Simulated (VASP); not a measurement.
A cell of MgO (rock salt) near equilibrium:

```
MgO
1.0
    0.00000     2.10500     2.10500
    2.10500     0.00000     2.10500
    2.10500     2.10500     0.00000
Mg O
1 1
Direct
  0.00000   0.00000   0.00000
  0.50000   0.50000   0.50000
```

The numbers are results of PBEsol GGA, VASP's PBE PAW potentials (set 64) (plane waves; VASP 6.6.1), not measurements.

| run | ΔE (meV/atom) | σxx | σyy | σzz | largest shear component, with its sign (GPa) | gap (eV) |
|---|---|---|---|---|---|---|
| as it is | 0.0 | -0.24 | -0.24 | -0.24 | 0.00 | 4.65 |
| after one change | 23.4 | 14.03 | 5.60 | 14.03 | 0.00 | 5.22 |
Stress is in GPa, positive when the cell is compressed; gaps are those on the k-mesh, and 0.00 means metallic.

**Question.** Name the change that produced these shifts.
A) biaxial strain of -4.0 % in the yz plane
B) biaxial strain of -3.0 % in the xz plane
C) biaxial strain of +4.0 % in the yz plane
D) isotropic strain of +1.5 %

**Answer.** B, biaxial strain of -3.0 % in the xz plane

The compound is MgO in the rock salt structure. The cell was not relaxed at this level.
